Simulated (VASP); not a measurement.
Output of a VASP run:

File OUTCAR:
```
 ion  position               nearest neighbor table
   1  0.500  0.999  1.000-  62 2.52  46 2.53  54 2.53  32 2.54
   2  0.750  0.249  0.002-  32 2.49  44 2.50  33 2.50  55 2.50
   3  0.750  0.001  0.249-  32 2.49  34 2.50  38 2.50  49 2.50
   4  1.000  1.000  1.000-  63 2.49  38 2.49  44 2.50  35 2.50
   5  0.250  0.249  0.998-  54 2.49  60 2.49  35 2.50  36 2.51
   6  0.500  0.500  1.000-  55 2.49  36 2.49  61 2.50  37 2.51
   7  0.750  0.750  0.998-  56 2.49  62 2.49  37 2.50  38 2.51
   8  0.249  0.998  0.250-  46 2.49  57 2.49  35 2.50  39 2.51
   9  0.499  0.255  0.255-  39 2.49  36 2.49  32 2.52  40 2.56
  10  0.744  0.501  0.256-  37 2.49  41 2.50  33 2.52  40 2.56
  11  0.500  0.999  0.500-  49 2.49  59 2.49  39 2.50  42 2.51
  12  0.744  0.255  0.501-  42 2.49  43 2.50  34 2.52  40 2.56
  13  0.750  0.998  0.750-  53 2.49  62 2.49  42 2.50  44 2.51
  14  1.000  0.500  0.999-  56 2.52  60 2.53  33 2.53  45 2.54
  15  0.250  0.750  0.001-  45 2.49  46 2.50  61 2.50  63 2.50
  16  0.998  0.249  0.250-  34 2.49  33 2.49  35 2.50  47 2.51
  17  0.255  0.499  0.255-  36 2.49  47 2.49  45 2.52  48 2.56
  18  0.501  0.744  0.255-  37 2.49  49 2.50  46 2.52  48 2.56
  19  1.000  1.000  0.500-  53 2.52  57 2.53  34 2.53  50 2.54
  20  0.256  0.255  0.499-  39 2.49  47 2.49  50 2.52  51 2.56
  21  0.744  0.744  0.499-  41 2.49  49 2.49  53 2.53  52 2.56
  22  0.250  0.001  0.750-  50 2.49  54 2.50  59 2.50  63 2.50
  23  0.501  0.255  0.744-  42 2.49  55 2.50  54 2.52  51 2.56
  24  0.744  0.499  0.744-  43 2.49  55 2.49  56 2.53  52 2.56
  25  0.002  0.750  0.249-  45 2.49  57 2.50  38 2.50  41 2.50
  26  1.000  0.500  0.500-  47 2.49  43 2.49  41 2.50  58 2.51
  27  0.255  0.744  0.501-  58 2.49  59 2.50  57 2.52  48 2.55
  28  0.002  0.249  0.750-  50 2.49  60 2.50  44 2.50  43 2.50
  29  0.256  0.501  0.744-  58 2.49  61 2.50  60 2.52  51 2.55
  30  0.499  0.744  0.744-  61 2.49  59 2.49  62 2.53  52 2.56
  31  0.998  0.750  0.750-  56 2.49  53 2.49  58 2.50  63 2.51
  32  0.624  0.128  0.128-   2 2.49   3 2.49   9 2.52   1 2.54
  33  0.872  0.377  0.128-  16 2.49   2 2.50  10 2.52  14 2.53
  34  0.872  0.128  0.377-  16 2.49   3 2.50  12 2.52  19 2.53
  35  0.125  0.125  0.125-  16 2.50   5 2.50   8 2.50   4 2.50
  36  0.375  0.375  0.125-  17 2.49   9 2.49   6 2.49   5 2.51
  37  0.625  0.625  0.125-  18 2.49  10 2.49   7 2.50   6 2.51
  38  0.875  0.875  0.125-   4 2.49   3 2.50  25 2.50   7 2.51
  39  0.375  0.125  0.375-  20 2.49   9 2.49  11 2.50   8 2.51
  40  0.607  0.392  0.393-  64 2.14  12 2.56  10 2.56   9 2.56
  41  0.875  0.625  0.375-  21 2.49  26 2.50  10 2.50  25 2.50
  42  0.625  0.125  0.625-  23 2.49  12 2.49  13 2.50  11 2.51
  43  0.875  0.375  0.625-  24 2.49  26 2.49  12 2.50  28 2.50
  44  0.875  0.125  0.875-   4 2.50   2 2.50  28 2.50  13 2.51
  45  0.128  0.624  0.128-  25 2.49  15 2.49  17 2.52  14 2.54
  46  0.376  0.872  0.128-   8 2.49  15 2.50  18 2.52   1 2.53
  47  0.125  0.375  0.375-  17 2.49  20 2.49  26 2.49  16 2.51
  48  0.392  0.607  0.393-  64 2.14  27 2.55  18 2.56  17 2.56
  49  0.625  0.875  0.375-  21 2.49  11 2.49  18 2.50   3 2.50
  50  0.128  0.128  0.624-  28 2.49  22 2.49  20 2.52  19 2.54
  51  0.393  0.392  0.607-  64 2.14  29 2.55  23 2.56  20 2.56
  52  0.607  0.607  0.607-  64 2.15  30 2.56  21 2.56  24 2.56
  53  0.872  0.872  0.624-  13 2.49  31 2.49  19 2.52  21 2.53
  54  0.377  0.128  0.872-   5 2.49  22 2.50  23 2.52   1 2.53
  55  0.625  0.375  0.875-  24 2.49   6 2.49  23 2.50   2 2.50
  56  0.872  0.624  0.872-   7 2.49  31 2.49  14 2.52  24 2.53
  57  0.128  0.872  0.377-   8 2.49  25 2.50  27 2.52  19 2.53
  58  0.125  0.625  0.625-  27 2.49  29 2.49  31 2.50  26 2.51
  59  0.375  0.875  0.625-  30 2.49  11 2.49  27 2.50  22 2.50
  60  0.128  0.377  0.872-   5 2.49  28 2.50  29 2.52  14 2.53
  61  0.375  0.625  0.875-  30 2.49   6 2.50  29 2.50  15 2.50
  62  0.624  0.872  0.872-  13 2.49   7 2.49   1 2.52  30 2.53
  63  0.125  0.875  0.875-   4 2.49  22 2.50  15 2.50  31 2.51
  64  0.500  0.500  0.499-  40 2.14  48 2.14  51 2.14  52 2.15
 Subroutine IBZKPT returns following result:
 Found      1 irreducible k-points:

 Following reciprocal coordinates:
            Coordinates               Weight
  0.000000  0.000000  0.000000      1.000000
 Subroutine IBZKPT_HF returns following result:
   k-points           NKPTS =      1   k-points in BZ     NKDIM =      1   number of bands    NBANDS=    161
   number of dos      NEDOS =    301   number of ions     NIONS =     64
   total plane-waves  NPLWV = 175616
   dimension x,y,z NGX =    56 NGY =   56 NGZ =   56
   dimension x,y,z NGXF=   112 NGYF=  112 NGZF=  112
   ions per type =              31  32   1
   PREC   = normal    normal or accurate (medium, high low for compatibility)
   ISTART =      1    job   : 0-new  1-cont  2-samecut
...
```

**OSZICAR**
```
       N       E                     dE             d eps       ncg     rms          rms(c)
DAV:   1    -0.316140872686E+03   -0.31614E+03   -0.23269E+01   322   0.125E+01    0.132E+01
DAV:   2    -0.316501907322E+03   -0.36103E+00   -0.70860E-01   355   0.158E+00    0.863E+00
DAV:   3    -0.316416486350E+03    0.85421E-01   -0.33683E-01   355   0.103E+00    0.525E+00
DAV:   4    -0.316387479169E+03    0.29007E-01   -0.72443E-02   348   0.491E-01    0.300E+00
DAV:   5    -0.316376520599E+03    0.10959E-01   -0.17135E-02   364   0.226E-01    0.171E+00
DAV:   6    -0.316373212230E+03    0.33084E-02   -0.52209E-03   364   0.126E-01    0.953E-01
DAV:   7    -0.316371626631E+03    0.15856E-02   -0.84504E-04   356   0.717E-02    0.521E-01
DAV:   8    -0.316371260767E+03    0.36586E-03   -0.10934E-03   355   0.557E-02    0.270E-01
DAV:   9    -0.316371139503E+03    0.12126E-03   -0.15541E-04   355   0.276E-02    0.145E-01
DAV:  10    -0.316371105889E+03    0.33614E-04   -0.82296E-05   371   0.181E-02    0.756E-02
DAV:  11    -0.316371106671E+03   -0.78248E-06   -0.30173E-05   283   0.113E-02
   1 F= -.31637111E+03 E0= -.31637111E+03  d E =-.173306E-07
```

File OUTCAR:
```
------------------------ aborting loop because EDIFF is reached ----------------------------------------
  volume of cell :     1529.70
      direct lattice vectors                 reciprocal lattice vectors
    11.522210421  0.000000000  0.000000000     0.086788903  0.000000000  0.000000000
     0.000000000 11.522210421  0.000000000     0.000000000  0.086788903  0.000000000
     0.000000000  0.000000000 11.522210421     0.000000000  0.000000000  0.086788903
  FREE ENERGIE OF THE ION-ELECTRON SYSTEM (eV)
  ---------------------------------------------------
  free  energy   TOTEN  =      -316.3711066715 eV

  energy  without entropy=     -316.3711066541  energy(sigma->0) =     -316.37110666

  exchange ACFDT corr.  =         0.00000000  see jH, gK, PRB 81, 115126
```
(Selected blocks of OUTCAR.)

### POSCAR
```
Ga31As32C
1
   11.5222104212     0.0000000000     0.0000000000
    0.0000000000    11.5222104212     0.0000000000
    0.0000000000     0.0000000000    11.5222104212
Ga As C
31 32 1
Direct
  0.4998282664   0.9993320139   0.9995146036
  0.7499791914   0.2493365607   0.0016687501
  0.7498835274   0.0014149346   0.2494970236
  0.9997804578   0.9995980896   0.9996774411
  0.2496612892   0.2493790437   0.9977133948
  0.4997707971   0.4995275816   0.9995992631
  0.7500673811   0.7497660976   0.9979060780
  0.2494803165   0.9975090652   0.2495045355
  0.4991143066   0.2551234957   0.2552819863
  0.7441314950   0.5006687031   0.2555248426
  0.4997609892   0.9994194611   0.4996060391
  0.7440402410   0.2554240031   0.5009619378
  0.7501858163   0.9976193095   0.7499630645
  0.9995563071   0.4997197127   0.9993915136
  0.2495646665   0.7496633521   0.0014031376
  0.9978503908   0.2493857413   0.2496454237
  0.2551137635   0.4989111592   0.2550551578
  0.5007364063   0.7440193495   0.2554038956
  0.9996511849   0.9997537857   0.4997889217
  0.2555450680   0.2552305218   0.4989909390
  0.7443495716   0.7441151331   0.4990353595
  0.2496963022   0.0013616695   0.7498487523
  0.5010176518   0.2551954083   0.7441063589
  0.7442437525   0.4987636411   0.7441290908
  0.0016076938   0.7496832535   0.2493614341
  0.9997591967   0.4995318290   0.4996282243
  0.2554095830   0.7439930409   0.5007019838
  0.0017523295   0.2492859844   0.7498139289
  0.2555745296   0.5006360385   0.7439249749
  0.4990761251   0.7441239318   0.7441768915
  0.9979737769   0.7497059740   0.7499977516
  0.6235518994   0.1280895327   0.1281763969
  0.8717423686   0.3766296868   0.1284421036
  0.8715440012   0.1283907804   0.3765294838
  0.1251507964   0.1251650816   0.1251901800
  0.3748204267   0.3748490561   0.1249236446
  0.6252612987   0.6253623655   0.1249402690
  0.8749488557   0.8749663457   0.1252323072
  0.3748026114   0.1248458555   0.3747750383
  0.6074215637   0.3924146194   0.3926048513
  0.8751971376   0.6254131997   0.3748469857
  0.6253932711   0.1247419624   0.6253640283
  0.8752330977   0.3748962708   0.6254375239
  0.8749934774   0.1252473473   0.8749942344
  0.1280860936   0.6236140897   0.1279967742
  0.3764358962   0.8716329121   0.1282647841
  0.1250032394   0.3748351749   0.3748585267
  0.3924262469   0.6073977566   0.3925027025
  0.6253444830   0.8750753390   0.3748664432
  0.1283578636   0.1281899961   0.6236624099
  0.3927153605   0.3923490140   0.6074578734
  0.6074226950   0.6072869648   0.6073500537
  0.8719791250   0.8718259845   0.6236608206
  0.3765766024   0.1282038848   0.8717354690
  0.6254228695   0.3748383072   0.8752676668
  0.8716970958   0.6236923352   0.8718025603
  0.1281350380   0.8717430811   0.3765775132
  0.1249016080   0.6253372987   0.6253295227
  0.3748823371   0.8750845460   0.6253433252
  0.1284051798   0.3766119527   0.8716790777
  0.3748859741   0.6253484156   0.8751009691
  0.6237504582   0.8717269828   0.8717990103
  0.1252268737   0.8749432646   0.8749386462
  0.4995617798   0.4995777098   0.4994671051
```

Problem. Reconstruct the remaining input files.

Solution. This is not unique; one that fits is the input of the run itself, HSE06 screened hybrid, plane waves, VASP's PBE PAW potentials (set 64).

**KPOINTS**
```
Automatic mesh
0
G
  1 1 1
```

### INCAR
```
ISMEAR = 0
GGA = PE
LASPH = .True.   ! aspherical one-centre terms
AEXX = 0.25
LWAVE = .False.
SYSTEM = Ga31As32C
PREC = Normal
LMAXMIX = 4   ! l cut-off of mixed one-centre charges
NELECT = 256.0
PRECFOCK = Fast
NELM = 50   ! most electronic steps
LREAL = Auto   ! projection in real space or not
LHFCALC = .True.
ISIF = 0
NELMIN = 4
EDIFF = 1E-5   ! SCF stop (eV)
ISYM = 0
SIGMA = 0.05   ! width (eV)
LCHARG = .False.
HFSCREEN = 0.2   ! 1/Angstrom
ALGO = Normal   ! blocked Davidson
ENCUT = 400   ! plane-wave cut-off (eV)
```

POTCAR, in this order: Ga As C (PBE.64 set). Program: vasp_gam. Read from the step before: WAVECAR.

The cell is charged, with a uniform compensating background. The supercell is sampled at Γ alone, which is coarse: total energies, pressure and levels can be off, energies of defects by several tenths of an eV.

The cell is a supercell with a defect, built from GaAs (zinc blende): C_Ga, charge +1. The cell's shape comes from a PBE relaxation. The run is not spin-polarised, so no state with unpaired spins was tried.
